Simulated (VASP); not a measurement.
All values below come from PW91 GGA, VASP's PBE PAW potentials (set 64) (plane waves; VASP). For the first row: Numerical set-up: 520 eV cut-off, 13×13×10 Γ-centred mesh, first-order Methfessel-Paxton smearing of 0.10 eV, potentials Fe Pt.

```json
[
 {"system": "FePt (L1_0)", "energy (eV/atom)": "-7.3373"},
 {"system": "Fe (bcc)", "energy (eV/atom)": "-8.1564"},
 {"system": "Pt (fcc)", "energy (eV/atom)": "-6.0961"}
]
```

The references are the elements' solids at the same level; no temperature or zero-point terms are added.  Spin-orbit coupling is left out, which shifts such energies by up to tenths of an eV for the heavy elements here.

**Question.** What is the formation energy per atom of FePt?

**Answer.** The references average (1×(-8.1564) + 1×(-6.0961))/2 = -7.1262 eV, so the formation energy is -7.3373 − (-7.1262) = -0.211 eV/atom.
